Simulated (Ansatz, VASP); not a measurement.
**Re (Rhenium) in two plane-wave programs**

One calculation is typed for both programs; each brings its own data sets. How far apart do they land? The cell is taken from a series of runs on this material, whose earlier steps may have relaxed, scaled, displaced or heated it; both programs get it as it stands.

Main program and level: Ansatz 0.2.0; plane waves, with VASP 6.6.1 beside it; zone-centre phonons at LDA.

**1. Starting point**

It takes space group P6_3/mmc (No. 194, hexagonal). Conventional cell: a = 2.725 Å, b = 2.725 Å, c = 4.504 Å, α = 90.00°, β = 90.00°, γ = 120.00°. Nearest to Re lie 12 Re at 2.72 to 2.75 Å.

**2. VASP: zone-centre phonons, LDA**

Second derivatives magnify differences that forces hide, and they need a tight electronic threshold.

Lines of VASP's logs that name or quote its potential files are left out, and so is its time.

INCAR reads:

```
SYSTEM = Re
PREC = Accurate
ENCUT = 600
EDIFF = 1E-08
NELM = 120
ISMEAR = 1
SIGMA = 0.2
LREAL = .FALSE.
ALGO = Normal
GGA = CA
NBANDS = 13
LASPH = .TRUE.
LORBIT = 11
LWAVE = .FALSE.
LCHARG = .FALSE.
ISIF = 2
IBRION = 8
GGA_COMPAT = .FALSE.
KPAR = 2
```

POSCAR reads:

```
Re
1.0
    2.7249050521      0.0000000000      0.0000000000
   -1.3624525260      2.3598369980      0.0000000000
    0.0000000000      0.0000000000      4.5044606739
Re
2
Direct
    0.3333333319      0.6666666681      0.2500000000
    0.6666666681      0.3333333319      0.7500000000
```

KPOINTS reads:

```
Automatic mesh
0
Gamma
18 18 12
0 0 0
```

The projector-augmented-wave data sets are Re (LDA family, release 64).

Run with:

```
$ mpirun -np 2 vasp_std
```

Numbers of over 12 decimals in the logs are rounded to 6 here.

Log:

```text
[banner, memory and clock lines left out]
running    2 mpi-ranks, on    1 nodes
 distrk:  each k-point on    1 cores,    2 groups
 distr:  one band on    1 cores,    1 groups

 POSCAR found type information on POSCAR Re
 POSCAR found :  1 types and       2 ions
 LDA part: xc-table for (Slater(with rela. corr.)+CA(PZ))
 , standard interpolation
 POSCAR, INCAR and KPOINTS ok, starting setup
 FFT: planning ... GRIDC
 FFT: planning ... GRID_SOFT
 FFT: planning ... GRID
 WAVECAR not read
 entering main loop
       N       E                     dE             d eps       ncg     rms          rms(c)
DAV:   1     0.119191332447E+03    0.11919E+03   -0.64041E+03  7301   0.123E+03
DAV:   2    -0.202229671693E+02   -0.13941E+03   -0.12298E+03 10703   0.448E+02
DAV:   3    -0.287853202594E+02   -0.85624E+01   -0.74647E+01 11286   0.146E+02
DAV:   4    -0.289723798639E+02   -0.18706E+00   -0.18318E+00 11017   0.132E+01
DAV:   5    -0.289735066231E+02   -0.11268E-02   -0.11263E-02 11127   0.172E+00    0.439E+01
DAV:   6    -0.278703890445E+02    0.11031E+01   -0.95179E-01 11460   0.163E+01    0.187E+01
DAV:   7    -0.275220265537E+02    0.34836E+00   -0.61797E-01 11532   0.128E+01    0.395E-01
DAV:   8    -0.275121903106E+02    0.98362E-02   -0.53477E-03 10566   0.749E-01    0.154E-01
DAV:   9    -0.275110126742E+02    0.11776E-02   -0.46452E-04 10105   0.205E-01    0.419E-02
DAV:  10    -0.275110205261E+02   -0.78519E-05   -0.43541E-05 10851   0.614E-02    0.225E-02
DAV:  11    -0.275110201061E+02    0.41997E-06   -0.85048E-07 11292   0.112E-02    0.123E-03
DAV:  12    -0.275110201045E+02    0.15614E-08   -0.32545E-08  8938   0.170E-03
   1 F= -.27511020E+02 E0= -.27511426E+02  d E =0.121816E-02
 Linear response reoptimize wavefunctions to high precision
DAV:   1    -0.275110200990E+02    0.55559E-08   -0.47095E-09  8578   0.790E-04
DAV:   2    -0.275110200990E+02   -0.19782E-10   -0.25532E-10  5832   0.273E-04
 Linear response DOF=           2
 Linear response progress:
  Degree of freedom:   1/  2
       N       E                     dE             d eps       ncg     rms          rms(c)
RMM:   1    -0.927242922571E-01   -0.92724E-01    0.10371E-01 31122   0.203E+01
RMM:   2    -0.143284035948E+00   -0.50560E-01   -0.55065E-02 51893   0.203E+00    0.124E-01
RMM:   3    -0.142968075818E+00    0.31596E-03   -0.28860E-03 55979   0.398E-01    0.863E-02
RMM:   4    -0.142219732424E+00    0.74834E-03   -0.90480E-04 52550   0.249E-01    0.220E-02
RMM:   5    -0.142278939983E+00   -0.59208E-04   -0.35625E-05 52449   0.648E-02    0.887E-03
RMM:   6    -0.142293232937E+00   -0.14293E-04   -0.54371E-06 55848   0.181E-02    0.496E-03
RMM:   7    -0.142300773458E+00   -0.75405E-05   -0.45477E-07 51795   0.835E-03    0.132E-03
RMM:   8    -0.142302269869E+00   -0.14964E-05   -0.25422E-07 57420   0.293E-03    0.360E-04
RMM:   9    -0.142301647496E+00    0.62237E-06    0.21621E-08 56208   0.902E-04    0.898E-05
RMM:  10    -0.142301709787E+00   -0.62291E-07   -0.43464E-08 57761   0.489E-04    0.241E-05
RMM:  11    -0.142301759308E+00   -0.49521E-07   -0.18372E-08 59131   0.369E-04    0.808E-06
RMM:  12    -0.142301757446E+00    0.18617E-08   -0.27921E-08 57407   0.334E-04    0.422E-06
 first order change of Fermi-energy  -0.15292E-04
 force on displaced ion       1 direction 1 :  -4.829   0.000   0.000
 Linear response progress:
  Degree of freedom:   2/  2
       N       E                     dE             d eps       ncg     rms          rms(c)
RMM:   1    -0.132906105887E+00   -0.13291E+00    0.10514E-01 10872   0.213E+01
RMM:   2    -0.186216909997E+00   -0.53311E-01   -0.44709E-02 16101   0.226E+00    0.194E-01
RMM:   3    -0.187387063376E+00   -0.11702E-02   -0.11333E-02 18398   0.759E-01    0.111E-01
RMM:   4    -0.187282891014E+00    0.10417E-03   -0.13110E-04 18510   0.175E-01    0.643E-02
RMM:   5    -0.187543962649E+00   -0.26107E-03    0.16043E-04 18875   0.122E-01    0.977E-03
RMM:   6    -0.187575757369E+00   -0.31795E-04    0.65612E-06 18082   0.319E-02    0.590E-03
RMM:   7    -0.187565831859E+00    0.99255E-05    0.65578E-05 17854   0.129E-02    0.288E-03
RMM:   8    -0.187582745171E+00   -0.16913E-04    0.34296E-05 18505   0.755E-03    0.653E-04
RMM:   9    -0.187584376282E+00   -0.16311E-05    0.37372E-06 18228   0.275E-03    0.105E-04
RMM:  10    -0.187583709165E+00    0.66712E-06   -0.28874E-07 19863   0.940E-04    0.586E-05
RMM:  11    -0.187583535911E+00    0.17325E-06    0.39244E-07 18501   0.545E-04    0.672E-06
RMM:  12    -0.187583584476E+00   -0.48565E-07    0.16498E-07 20808   0.399E-04    0.331E-06
RMM:  13    -0.187583603201E+00   -0.18725E-07   -0.29807E-07 19779   0.369E-04    0.156E-06
RMM:  14    -0.187583608582E+00   -0.53810E-08   -0.23089E-07 20158   0.360E-04    0.439E-07
RMM:  15    -0.187583605415E+00    0.31673E-08   -0.21049E-07 20695   0.360E-04    0.240E-07
RMM:  16    -0.187583609391E+00   -0.39762E-08   -0.23662E-07 18006   0.359E-04    0.970E-08
 first order change of Fermi-energy   0.83247E-04
 force on displaced ion       1 direction 3 :  -0.000   0.000  -1.242
 Linear response finished
```

Parts of OUTCAR (step 2):

```text
ion  position               nearest neighbor table
   1  0.333  0.667  0.250-   2 2.75   2 2.75   2 2.75   2 2.75   2 2.75   2 2.75
   2  0.667  0.333  0.750-   1 2.75   1 2.75   1 2.75   1 2.75   1 2.75   1 2.75

  LATTYP: Found a hexagonal cell.
 ALAT       =     2.7249050521
 C/A-ratio  =     1.6530706897

 Subroutine GETGRP returns: Found 24 space group operations
 (whereof 12 operations were pure point group operations)

The static configuration has the point symmetry D_3d.
 The point group associated with its full space group is D_6h.

 Found    259 irreducible k-points:

   k-points           NKPTS =    259   k-points in BZ     NKDIM =    259   number of bands    NBANDS=     13

   dimension x,y,z NGX =    24 NGY =   24 NGZ =   36
   dimension x,y,z NGXF=    48 NGYF=   48 NGZF=   72

   ENCUT  =  600.0 eV  44.10 Ry    6.64 a.u.   5.44  5.44  9.00*2*pi/ulx,y,z

   NELECT =      14.0000    total number of electrons

 k-points in reciprocal lattice and weights: Automatic mesh
   0.00000000  0.00000000  0.00000000       0.000
   0.05555556  0.00000000  0.00000000       0.002
   0.11111111  0.00000000  0.00000000       0.002
   0.16666667 -0.00000000  0.00000000       0.002
   0.22222222  0.00000000  0.00000000       0.002
   0.27777778  0.00000000  0.00000000       0.002
   0.33333333  0.00000000  0.00000000       0.002
   0.38888889 -0.00000000  0.00000000       0.002
   0.44444444  0.00000000  0.00000000       0.002
[...]
0.33333333  0.27777778  0.50000000       0.003
   0.33333333  0.33333333  0.50000000       0.001

 average (electrostatic) potential at core
       1 -39.1975       2 -39.1975

  Total        0.2700145      0.2700145     -1.9105659      0.0000000      0.0000000      0.0000000
  in kB       14.9355606     14.9355606   -105.6808813      0.0000000      0.0000000      0.0000000
  external PRESSURE =     -25.2699201 kB  Pullay stress =       0.0000000 kB

  energy-cutoff  :      600.00
  volume of cell :       28.97
      direct lattice vectors                 reciprocal lattice vectors
     2.724905052  0.000000000  0.000000000     0.366985264  0.211879041  0.000000000
    -1.362452526  2.359836998  0.000000000     0.000000000  0.423758082  0.000000000
     0.000000000  0.000000000  4.504460674     0.000000000  0.000000000  0.222002160

 POSITION                                       TOTAL-FORCE (eV/Angst)
 -----------------------------------------------------------------------------------
     -0.00000      1.57322      1.12612         0.000000      0.000000      0.000000
      1.36245      0.78661      3.37835        -0.000000      0.000000      0.000000
 -----------------------------------------------------------------------------------
    total drift:                                0.000000     -0.000000     -0.000000

 Eigenvectors and eigenvalues of the dynamical matrix
 ----------------------------------------------------

   1 f  =    3.560304 THz    22.370050 2PiTHz  118.758957 cm-1    14.724227 meV
             X         Y         Z           dx          dy          dz
     -0.000000  1.573225  1.126115    -0.582626   -0.400683    0.000000
      1.362453  0.786612  3.378346     0.582626    0.400683    0.000000

   2 f  =    3.560304 THz    22.370050 2PiTHz  118.758957 cm-1    14.724227 meV
             X         Y         Z           dx          dy          dz
     -0.000000  1.573225  1.126115     0.400683   -0.582626   -0.000000
      1.362453  0.786612  3.378346    -0.400683    0.582626    0.000000

   3 f  =    1.805365 THz    11.343443 2PiTHz   60.220495 cm-1     7.466386 meV
             X         Y         Z           dx          dy          dz
     -0.000000  1.573225  1.126115    -0.000000    0.000000   -0.707107
      1.362453  0.786612  3.378346     0.000000    0.000000    0.707107

   4 f  =    0.000000 THz     0.000000 2PiTHz    0.000002 cm-1     0.000000 meV
             X         Y         Z           dx          dy          dz
     -0.000000  1.573225  1.126115    -0.699274    0.104953   -0.000000
      1.362453  0.786612  3.378346    -0.699274    0.104953    0.000000

   5 f/i=    0.000000 THz     0.000000 2PiTHz    0.000000 cm-1     0.000000 meV
             X         Y         Z           dx          dy          dz
     -0.000000  1.573225  1.126115     0.000000    0.000000    0.707107
      1.362453  0.786612  3.378346    -0.000000    0.000000    0.707107

   6 f/i=    0.000000 THz     0.000000 2PiTHz    0.000002 cm-1     0.000000 meV
             X         Y         Z           dx          dy          dz
     -0.000000  1.573225  1.126115    -0.104953   -0.699274   -0.000000
      1.362453  0.786612  3.378346    -0.104953   -0.699274    0.000000

 ELASTIC MODULI CONTR FROM IONIC RELAXATION (kBar)
 Direction    XX          YY          ZZ          XY          YZ          ZX
 --------------------------------------------------------------------------------
 XX         -86.3706     86.3706      0.0000     -0.0000      0.0000     -0.0000
 YY          86.3706    -86.3706      0.0000     -0.0000     -0.0000      0.0000
 ZZ           0.0000      0.0000     -0.0000      0.0000      0.0000     -0.0000
 XY          -0.0000     -0.0000      0.0000    -86.3706      0.0000     -0.0000
 YZ           0.0000     -0.0000      0.0000      0.0000     -0.0000      0.0000
 ZX          -0.0000      0.0000     -0.0000     -0.0000      0.0000     -0.0000
 --------------------------------------------------------------------------------
```

The data set Re keeps the semicore shell frozen, which is cheaper and a little less accurate.

**3. Ansatz: zone-centre phonons, LDA**

Ansatz runs on its PAW soft_1 files.

The same cell, functional (in two slightly different forms), mesh and smearing now go to Ansatz, which takes its cutoff from its data sets.

input.yaml reads:

```yaml
crystal:
  lattice:
    - [2.7249050521, 0.0, 0.0]
    - [-1.362452526, 2.359836998, 0.0]
    - [0.0, 0.0, 4.5044606739]
  atoms:
    - { symbol: Re, position: [0.3333333319, 0.6666666681, 0.25] }
    - { symbol: Re, position: [0.6666666681, 0.3333333319, 0.75] }
kpoints:
  mp_grid: { grid: [18, 18, 12] }
hamiltonian:
  xc: lda
  pseudopotentials: { kind: paw, azcp: { folder: soft_1 }, xc_functional: pbe }
scf:
  occupations: { method: methfessel_paxton, width: 0.2 }
output:
  eigenvalues: true
phonons:
  method: dfpt
```

Run with:

```
$ ansatz run input.yaml --threads 4 --pin off --max-ram 10240MiB --backend cpu --events-out ev --progress --plain --runs-dir out
```

Log:

```text
zone centre: on kpoints.mp_grid the ground state, and the responses unless they are solved on pairs of k-points, stand on 637 of the mesh's 3888 k-points, reduced under 4 symmetry operations, with k and −k counted as one. Each operation leaves every solved displacement unchanged or reverses it
Engine: ansatz 0.2.0, x86_64-unknown-linux-gnu
Pseudopotentials: kind: paw
Pseudopotential: Re, paw, valence charge 15, recommended cutoff 420 eV (normal), soft_1/Re.paw.azcp
Functional definition: SPW92
  exchange = slater_x
  correlation = pw_c
Crystal: 2 atoms, lattice volume = 28.965 Å³
Basis set: ecut = 420 eV, 573 PW (Γ), exchange–correlation on 40×40×64 points (8 copies of the dense FFT grid, shifted against one another)
Bands: 19, of which v1, the nominal top of the filled ones, is band 15 counted from 1 (14 counted from 0)
Symmetry: 24 space group operations
k-points: 637 of 3888 (irreducible under 4 space group operations, time reversal used)
Non-local potential: Re, projectors of the file, l = 0: 3, l = 1: 2, l = 2: 2, l = 3: 1
PAW form: soft (Blöchl's): semilocal exchange-correlation on the pseudo side does not see the compensation charge
PAW frozen core: Re, regenerated for the run's functional, and the local potential with it (the file was generated under x = pbe(κ = 0.804, μ = 0.219515), c = pbe(β = 0.066725))
PAW one-centre angular grid: Re, 590 points (default); XC on 64 Gauss nodes
Initial density: superposition of atomic densities (chi_scale 0.1, normalization cell)
Initial wavefunctions: pseudopotential atomic-orbital guess
Functional: x = slater, c = lda
SCF iter   1: F=—  HF=-21217.527607 eV  |F-HF|=—  |Δ(HF+E_count)|=         —  Δρ=5.96e-2  dr2=9.33e-1  ethr=3.10e-3  ⟨swp⟩=4.6  Hψ=47933  notcnv=0
preconditioner: auto → none  [metal: Δε(μ)=0.006 eV  Ē_g=6.481 eV  σ=0.200 eV  W_gap=0.03  n_scr=8 (ndim 8)  ℏωp=25.8 eV  f_vac=0.000  D(μ)=1.49/eV (n_scr^D=22)  sad-step TF]
SCF iter   2: F=—  HF=-21217.260760 eV  |F-HF|=—  |Δ(HF+E_count)|=   2.67e-1  S|Δr|=    0.00e0  Δρ=3.44e-2  dr2=3.01e-1  ethr=3.10e-3  ⟨swp⟩=2.0  Hψ=19419  notcnv=0  defer=9
SCF iter   3: F=—  HF=-21217.138795 eV  |F-HF|=—  |Δ(HF+E_count)|=   1.22e-1  S|Δr|=    0.00e0  Δρ=1.56e-3  dr2=2.58e-4  ethr=1.00e-3  ⟨swp⟩=2.9  Hψ=22891  notcnv=0  defer=9
SCF iter   4: F=—  HF=-21217.139006 eV  |F-HF|=—  |Δ(HF+E_count)|=   2.11e-4  S|Δr|=    0.00e0  Δρ=1.56e-4  dr2=7.75e-6  ethr=8.61e-7  ⟨swp⟩=2.1  Hψ=17696  notcnv=0  defer=9
SCF iter   5: F=—  HF=-21217.139004 eV  |F-HF|=—  |Δ(HF+E_count)|=   2.68e-6  S|Δr|=    0.00e0  Δρ=2.46e-5  dr2=1.17e-7  ethr=2.58e-8  ⟨swp⟩=2.0  Hψ=16376  notcnv=0  defer=9
SCF iter   6: F=—  HF=-21217.139003 eV  |F-HF|=—  |Δ(HF+E_count)|=   4.21e-7  S|Δr|=    0.00e0  Δρ=5.25e-6  dr2=6.50e-9  ethr=3.89e-10  ⟨swp⟩=2.6  Hψ=21096  notcnv=0  defer=9
SCF iter   7: F=—  HF=-21217.139003 eV  |F-HF|=—  |Δ(HF+E_count)|=   1.80e-9  S|Δr|=    0.00e0  Δρ=1.26e-6  dr2=3.69e-10  ethr=2.17e-11  ⟨swp⟩=2.8  Hψ=22332  notcnv=0  defer=9
SCF iter   8: F=-21217.139003 eV  HF=-21217.139003 eV  |F-HF|=7.28e-12  |Δ(HF+E_count)|=  1.27e-10  S|Δr|=    0.00e0  Δρ=9.27e-8  dr2=9.47e-13  ethr=1.00e-12  ⟨swp⟩=4.0  Hψ=58121  notcnv=0
SCF 1 converged in 8 iterations: F = -21217.139003 eV  dr2 = 9.47e-13
  greatest PAW one-centre occupation: 0.999 electrons in one spin orbital (limit 2), on the Re atom at site 1 (counted from 0), in its partial waves of l = 0
DFPT response loops at Γ: preconditioner auto → Kerker (q_TF=auto, 2.744 Å⁻¹) (partly filled bands, converged f_vac=0.000); β = 1.00, the filter's whole step (`scf.mixing.beta` (0.50) is not read by the response loops under this deck's `scf.mixing.preconditioner`; to damp them name `kerker` or `kerker_dos`, under which they read `scf.mixing.beta`, and type it under 1.00, their step now; both keys bind the ground state too); Broyden in place of MSR1
SCF converged after 8 iterations
Stability not checked: this state was not tested for a lower state beside it, because cold or Methfessel-Paxton smearing, or corrected tetrahedra, fill the levels in a way that the test cannot read (fill_not_monotonic; see scf.lower_state_search)
Free energy (F): -21217.139003 eV
Harris-Foulkes:  -21217.139003 eV  (|F-HF|=7.28e-12)
Internal energy: -21217.140242 eV  (E = F + TS)
E sigma→0 (E₀):  -21217.139313 eV
Entropy (-TS):   0.001239 eV (0.619 meV/atom)
Fermi energy:    24.144948 eV
Step filling:    the computed levels leave a gap of 0.0000 eV = 0.0 smearing widths at the electron count; against every level under it full and every level over it empty, smearing changes F+E_penalty+E_count by +0.871 meV and its σ→0 estimate by +0.562 meV
--- Per-component energies (eV) ---
  E_band       = -139.406796
  E_kinetic    = 1049.287410
  E_local      = -1531.024752  (includes V_loc(G=0)·N_el)
  E_nonlocal   = 171.891364
  E_hartree    = 533.335173
  E_xc         = -709.276291
  E_vxc        = -582.350194  (∫ρ·V_xc dr)
  E_paw        = -16893.141239  (= ΣΔE_a)
  E_vpaw       = -313.881089  (= ΣTr[D̂ρ^β])
  E_aug_tail   = 0.000098  (compensation charges beyond the density's cutoff)
  E_ewald      = -3838.850345
  E_core_change = 0.638340  (= ΣΔE_core)
  E_smearing   = 0.001239  (= −TS)
  E_closure    = 0.000000  (closes the sum)
  Σ components = -21217.139003   (vs F -21217.139003, Δ=0.00e0)
--- Band table (eV; the first three rows and the last of 637) ---
  k-point 0: bands = [... 11 lower, 22.5281, 22.5281, 23.3172, 23.3172, 24.5108, 24.5108, 24.6128, 27.5613]
  k-point 1: bands = [... 11 lower, 22.4945, 22.4945, 23.2704, 23.2704, 24.3713, 24.6174, 24.6174, 27.5656]
  k-point 2: bands = [... 11 lower, 22.4207, 22.4207, 23.1425, 23.1425, 23.7587, 24.9054, 24.9054, 27.5607]
  k-point 636: bands = [... 11 lower, 20.7783, 21.9797, 21.9797, 23.9121, 23.9121, 28.1562, 28.1562, 30.7236]
--- Phonons (Γ-DFPT): 2 representative perturbations + reference, on 637 of 3888 k-points (Σ response iterations 5) ---
  k mesh reduced under 4 symmetry operations, with k and −k counted as one. Each operation leaves every solved displacement unchanged or reverses it
  ASR residual: 9.285e-5 → 0.000e0 eV/Å²; symmetrization residual: 5.955e-10 eV/Å²
  ASR residual per site (eV/Å²): 9.29e-5 9.29e-5
  Γ frequencies (cm⁻¹): 0.00 0.00 0.00 66.95 119.39 119.39
  non-analytic LO–TO correction: not included (Born effective charges unavailable; polar crystals: no LO–TO splitting at Γ)
```

Reading the cycles: dr2 is the Hartree energy of the density residual (eV), the measure of convergence; HF is the Harris–Foulkes estimate of the energy, which meets the free energy F at convergence.

**4. Side by side**

Known differences besides the potentials themselves: the two LDA forms differ slightly; the data sets hold 30 valence electrons in Ansatz (on its PAW soft_1 files) and 14 in VASP; the cutoff is 420 eV in Ansatz and 600 eV in VASP; VASP's log shows a relativistic correction to its local exchange, Ansatz's none. Total energies have different zeros and are not compared.

Both answers:

```csv
quantity,Ansatz,VASP,difference
optical mode 1 (cm⁻¹),67.0,60.2,+11.17 %
optical mode 2 to 3 (cm⁻¹),119.4,118.8,+0.53 %
```

Modes are paired by rising frequency, not by their patterns, so a pair may set unlike modes beside each other; they are those without the splitting of longitudinal modes.

**5. Outcome**

| Property | Result |
| --- | --- |
| r.m.s. difference of the optical zone-centre modes, each program's sorted by frequency (zone-centre phonons, LDA) | 3.9 cm⁻¹ |
| difference in optical mode 1 (zone-centre phonons, LDA) | +11.2 % |

In words: The r.m.s. difference of the optical zone-centre modes, each program's sorted by frequency is 3.9 cm⁻¹ (zone-centre phonons, LDA). The data sets hold unlike numbers of valence electrons (30 in Ansatz and 14 in VASP), so part of the differences comes from the potentials. Among the rows given in per cent, the largest difference of the zone-centre phonons, LDA pair is in optical mode 1, +11.2 %. How closely two codes agree says nothing of how well the functional describes the real material.

[Lines on the potential files, build, host, timing and source positions are cut from VASP's logs without a mark.]

[Logs are printed without paths, hosts, clocks, repeated set-up lines and the standing remarks that a program may print on its own settings, such as how far it seeks lower states.]

[Hosts, paths, dates, database ids (printed as entryN), source tags and the programs' standing remarks are cut or masked in the printed files.]
